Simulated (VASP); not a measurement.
Data:

```yaml
crystal:
  lattice:
    - [0.00000, 2.32400, 2.32400]
    - [2.32400, 0.00000, 2.32400]
    - [2.32400, 2.32400, 0.00000]
  atoms:
    - { symbol: Hf, position: [0.00000, 0.00000, 0.00000] }
    - { symbol: C, position: [0.50000, 0.50000, 0.50000] }
```

The numbers are results of optB88-vdW, VASP's PBE PAW potentials (set 64) (plane waves; VASP 6.6.1), not measurements. Settings: 520 eV cut-off, 15×15×15 Γ-centred mesh, tetrahedra with Blöchl corrections, potentials Hf_pv C.

Unless said otherwise, spin-orbit coupling is left out, though it shifts the bands of the heavy elements here.

**Question.** What does the run give for the energy per atom (σ→0), band gap (on the k-mesh) with the smallest direct gap where there is one?

**Answer.** 
The band gap (on the k-mesh) is none (metal, semimetal or under 0.01 eV) and the energy per atom (σ→0) is -8.722 eV/atom.

The absolute energy has meaning only against runs of the same code, potentials and settings.

The compound is HfC in the rock salt structure. It was relaxed first.
